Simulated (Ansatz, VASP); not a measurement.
# Ca2Si: VASP beside Ansatz

One calculation is typed for both programs; each brings its own data sets. How far apart do they land? The cell is taken from a series of runs on this material, whose earlier steps may have relaxed, scaled, displaced or heated it; both programs get it as it stands.

Program: Ansatz 0.2.0. Level of theory: plane waves, with VASP 6.6.1 beside it; zone-centre phonons at LDA. Results are calculated unless marked as measured.

## 1. The starting structure

Symmetry: Fm-3m, No. 225, cubic system. Conventional cell: a = 7.001 Å, b = 7.001 Å, c = 7.001 Å, α = 90.00°, β = 90.00°, γ = 90.00°. Nearest to Ca lie 4 Si at 3.03 Å. Nearest to Si lie 8 Ca at 3.03 Å. Farther neighbours are not listed.

## 2. Ansatz: zone-centre phonons, LDA

Ansatz runs on norm-conserving files, of PseudoDojo where its log says so.

Second derivatives magnify differences that forces hide, and they need a tight electronic threshold.

Contents of input.yaml:

```yaml
crystal:
  lattice:
    - [-3.5002869678, 0.0, 3.5002869678]
    - [0.0, 3.5002869678, 3.5002869678]
    - [-3.5002869678, 3.5002869678, 0.0]
  atoms:
    - { symbol: Ca, position: [0.25, 0.25, 0.25] }
    - { symbol: Ca, position: [0.75, 0.75, 0.75] }
    - { symbol: Si, position: [0.0, 0.0, 0.0] }
kpoints:
  mp_grid: { grid: [8, 8, 8] }
hamiltonian:
  xc: lda
  pseudopotentials: { kind: nc, accuracy: standard }
scf:
  occupations: { method: fixed }
output:
  eigenvalues: true
phonons:
  method: dfpt
  dielectric: true
  rigid_motions: translations
```

Launch:

```console
$ ansatz run input.yaml --threads 4 --pin off --max-ram 8192MiB --backend cpu --events-out ev --progress --plain --runs-dir out
```

Output:

```text
Engine: ansatz 0.2.0, aarch64-unknown-linux-gnu
Pseudopotentials: kind: nc
Pseudopotential: Ca, nc, valence charge 10, recommended cutoff 979.609905 eV (normal), Ca.nc.azcp (PseudoDojo's, or run here from an input of PseudoDojo's; its table is named by hamiltonian.pseudopotentials.accuracy)
Pseudopotential: Si, nc, valence charge 4, recommended cutoff 435.38218 eV (normal), Si.nc.azcp (PseudoDojo's, or run here from an input of PseudoDojo's; its table is named by hamiltonian.pseudopotentials.accuracy)
Functional definition: SPW92
  exchange = slater_x
  correlation = pw_c
Crystal: 3 atoms, lattice volume = 85.771 Å³
Basis set: ecut = 979.609905 eV, 5961 PW (Γ), exchange–correlation on 108×108×108 points (8 copies of the dense FFT grid, shifted against one another)
Bands: 16, of which v1, the nominal top of the filled ones, is band 12 counted from 1 (11 counted from 0)
Symmetry: 48 space group operations
k-points: 95 of 512 (irreducible under 4 space group operations, time reversal used)
Non-local potential: Ca, projectors of the file, l = 0: 2, l = 1: 2, l = 2: 2
Non-local potential: Si, projectors of the file, l = 0: 2, l = 1: 2, l = 2: 2
Initial density: superposition of atomic densities (chi_scale 0.1, normalization cell, long waves kept (reshape's long-wave potential 0.00 eV rms))
Initial wavefunctions: pseudopotential atomic-orbital guess
Functional: x = slater, c = lda
SCF iter   1: F=—  HF=-2222.586317 eV  |F-HF|=—  |Δ(HF+E_count)|=         —  Δρ=2.62e-2  dr2=1.28e0  ethr=3.10e-3  ⟨swp⟩=7.3  Hψ=9322  notcnv=0  defer=157
preconditioner: auto → none  [insulator: Δε(μ)=0.990 eV  Ē_g=4.815 eV  n_scr=14 (ndim 8)  ℏωp=11.3 eV  f_vac=0.000  ε∞_Penn≈6.5]
SCF iter   2: F=—  HF=-2222.242051 eV  |F-HF|=—  |Δ(HF+E_count)|=   3.44e-1  Δρ=1.14e-2  dr2=1.25e-1  ethr=3.10e-3  ⟨swp⟩=2.8  Hψ=2868  notcnv=0  defer=162
SCF iter   3: F=—  HF=-2222.212372 eV  |F-HF|=—  |Δ(HF+E_count)|=   2.97e-2  Δρ=4.88e-3  dr2=2.40e-2  ethr=5.21e-4  ⟨swp⟩=3.1  Hψ=2306  notcnv=0  defer=180
SCF iter   4: F=—  HF=-2222.209067 eV  |F-HF|=—  |Δ(HF+E_count)|=   3.30e-3  Δρ=7.71e-4  dr2=3.67e-4  ethr=9.99e-5  ⟨swp⟩=2.0  Hψ=1995  notcnv=0  defer=184
SCF iter   5: F=—  HF=-2222.209119 eV  |F-HF|=—  |Δ(HF+E_count)|=   5.14e-5  Δρ=1.28e-4  dr2=9.05e-6  ethr=1.53e-6  ⟨swp⟩=2.4  Hψ=2093  notcnv=0  defer=186
SCF iter   6: F=—  HF=-2222.209120 eV  |F-HF|=—  |Δ(HF+E_count)|=   1.31e-6  Δρ=1.83e-5  dr2=2.80e-7  ethr=3.77e-8  ⟨swp⟩=3.0  Hψ=2784  notcnv=0  defer=177
SCF iter   7: F=—  HF=-2222.209074 eV  |F-HF|=—  |Δ(HF+E_count)|=   4.63e-5  Δρ=3.44e-6  dr2=1.43e-8  ethr=1.16e-9  ⟨swp⟩=2.1  Hψ=2661  notcnv=0  defer=169
SCF iter   8: F=-2222.209074 eV  HF=-2222.209074 eV  |F-HF|=3.05e-11  |Δ(HF+E_count)|=   4.35e-9  Δρ=5.35e-7  dr2=7.33e-11  ethr=1.00e-12  ⟨swp⟩=19.6  Hψ=20827  notcnv=0
SCF 1 converged in 8 iterations: F = -2222.209074 eV  dr2 = 7.33e-11
DFPT response loops at Γ: preconditioner auto → Resta (q_TF=auto, 2.206 Å⁻¹)  ε∞=12.2 (no band partly filled); β = 1.00, the filter's whole step (`scf.mixing.beta` (0.50) is not read by the response loops at its default; to damp them type it under 1.00, their step now; it binds the ground state too); Broyden in place of MSR1
── the response to a field inside a basis, on 10×10×10 k-points: an SCF that follows is theirs, and a resumed run solves both again ──
Bands: 13, of which v1, the nominal top of the filled ones, is band 12 counted from 1 (11 counted from 0)
k-points: 110 of 1000 (irreducible under 12 space group operations)
Initial density: handed on by an earlier stage of this run
Initial wavefunctions: pseudopotential atomic-orbital guess (no wavefunctions were taken with the density)
Eigensolver: Dense (110 Hₖ)
SCF iter   1: F=—  HF=-2222.206078 eV  |F-HF|=—  |Δ(HF+E_count)|=         —  Δρ=5.52e-5  dr2=3.01e-6  ethr=1.00e-1
preconditioner: auto → none  [insulator: Δε(μ)=0.460 eV  Ē_g=3.486 eV  n_scr=14 (ndim 8)  ℏωp=11.3 eV  f_vac=0.000  ε∞_Penn≈11.6]
SCF iter   2: F=—  HF=-2222.206078 eV  |F-HF|=—  |Δ(HF+E_count)|=   4.67e-7  Δρ=2.58e-5  dr2=3.63e-7  ethr=1.26e-8
SCF iter   3: F=-2222.206078 eV  HF=-2222.206078 eV  |F-HF|=1.84e-8  |Δ(HF+E_count)|=   4.67e-8  Δρ=1.48e-5  dr2=4.76e-8  ethr=1.51e-9
SCF 1 converged in 3 iterations: F = -2222.206078 eV  dr2 = 4.76e-8
DFPT response loops at Γ: preconditioner auto → Resta (q_TF=auto, 2.206 Å⁻¹)  ε∞=11.4 (no band partly filled); β = 1.00, the filter's whole step (`scf.mixing.beta` (0.50) is not read by the response loops at its default; to damp them type it under 1.00, their step now; it binds the ground state too); Broyden in place of MSR1
WARN: field response: ε∞ stands inside a basis, on 10×10×10 points; the force constants stand on the 8×8×8 k-mesh, whose period is 10.72 times the interband length at k = (0.0000, -0.5000, -0.5000), direct gap 0.402 eV, under 14: take them and everything formed from them as unconverged, and compare with a denser kpoints.mp_grid
SCF converged after 8 iterations
Free energy (F): -2222.209074 eV
Harris-Foulkes:  -2222.209074 eV  (|F-HF|=3.05e-11)
Internal energy: -2222.209074 eV  (E = F + TS)
E sigma→0 (E₀):  -2222.209074 eV
Fermi energy:    5.541262 eV
--- Per-component energies (eV) ---
  E_band       = -300.379770
  E_kinetic    = 764.851424
  E_local      = -1894.024386  (includes V_loc(G=0)·N_el)
  E_nonlocal   = 188.864380
  E_hartree    = 530.369952
  E_xc         = -437.642271
  E_vxc        = -420.811272  (∫ρ·V_xc dr)
  E_ewald      = -1374.628174
  E_smearing   = -0.000000  (= −TS)
  E_closure    = -0.000000  (closes the sum)
  Σ components = -2222.209074   (vs F -2222.209074, Δ=0.00e0)
--- Band table (eV; the first three rows and the last of 95) ---
  k-point 0: bands = [... 8 lower, -1.1782, 5.0140, 5.0140, 5.0140, 7.2449, 7.2449, 7.4267, 10.5293]
  k-point 1: bands = [... 8 lower, -1.0808, 4.6799, 5.0681, 5.0681, 7.2984, 7.2984, 7.9631, 9.9959]
  k-point 2: bands = [... 8 lower, -0.8273, 4.1236, 5.2028, 5.2028, 7.4660, 7.4660, 8.6755, 9.5713]
  k-point 94: bands = [... 8 lower, -0.1756, 3.4719, 5.5413, 5.5413, 5.9434, 7.1412, 8.0562, 9.5403]
--- Phonons (Γ-DFPT): 2 representative perturbations + reference, on 95 of 512 k-points (Σ response iterations 6) ---
  k mesh reduced under 4 symmetry operations, with k and −k counted as one. Each operation leaves every solved perturbation unchanged. A smaller set is not considered because the run solves the response to a homogeneous field
  ASR residual: 8.463e-4 → 0.000e0 eV/Å²; symmetrization residual: 1.574e-6 eV/Å²
  ASR residual per site (eV/Å²): 8.46e-4 8.46e-4 5.76e-8
  Γ frequencies (cm⁻¹): 0.00 0.00 0.00 195.27 195.27 195.27 228.17 228.17 228.17
  ε∞ (high-frequency dielectric tensor):
       13.708231     0.000000    -0.000000
        0.000000    13.708231    -0.000000
       -0.000000    -0.000000    13.708231
  ε⁰ (static dielectric tensor: ions relaxed, cell fixed):
       21.596715     0.000000     0.000000
        0.000000    21.596715    -0.000000
        0.000000    -0.000000    21.596715
  ε⁰ − ε∞ (ionic part):
        7.888483     0.000000     0.000000
        0.000000     7.888483    -0.000000
        0.000000    -0.000000     7.888483
  softest optical mode at Γ: 195.27 cm⁻¹; the repairs (sum rule, projections) moved no ω² at Γ by more than (2.42 cm⁻¹)²
  Born effective charges Z* (e; rows j = field, columns β = displacement):
    site 0:
         1.92927   -0.00000   -0.00000
        -0.00000    1.92927    0.00000
         0.00000    0.00000    1.92927
    site 1:
         1.92927    0.00000    0.00000
         0.00000    1.92927    0.00000
         0.00000   -0.00000    1.92927
    site 2:
        -3.85854    0.00000    0.00000
        -0.00000   -3.85854   -0.00000
        -0.00000    0.00000   -3.85854
  Z* charge neutrality: 2.106e-4 e pre-enforcement
  solved inside a basis spanned on kpoints, on 10×10×10 k-points, its susceptibility summed on 12×12×12: ε∞ is read to err by 4.8e-2, Z* by 1.8e-2 e (field_mesh: kpoints solves on kpoints); Z* is corrected for what the basis lacks
  optical modes at Γ without the LO–TO term, one row a degenerate level:
      ω (cm⁻¹)  modes    IR ((D/Å)²/amu)
        195.27      3             0.0000
        228.17      3            49.5463
  optical modes at Γ + LO–TO along q̂ = [1.0000, 0.0000, 0.0000]:
      ω (cm⁻¹)  modes    IR ((D/Å)²/amu)
        195.27      3             0.0000
        228.17      2            33.0309
        286.39      1            16.5154
  optical modes at Γ + LO–TO along q̂ = [0.0000, 1.0000, 0.0000]:
      ω (cm⁻¹)  modes    IR ((D/Å)²/amu)
        195.27      3             0.0000
        228.17      2            33.0309
        286.39      1            16.5154
  optical modes at Γ + LO–TO along q̂ = [0.0000, 0.0000, 1.0000]:
      ω (cm⁻¹)  modes    IR ((D/Å)²/amu)
        195.27      3             0.0000
        228.17      2            33.0309
        286.39      1            16.5154
```

(Part 1 of 3 ends here.)

[Lines on the potential files, build, host, timing and source positions are cut from VASP's logs without a mark.]

[Logs are printed without paths, hosts, clocks, repeated set-up lines and the standing remarks that a program may print on its own settings, such as how far it seeks lower states.]

[Hosts, paths, dates, database ids (printed as entryN), source tags and the programs' standing remarks are cut or masked in the printed files.]
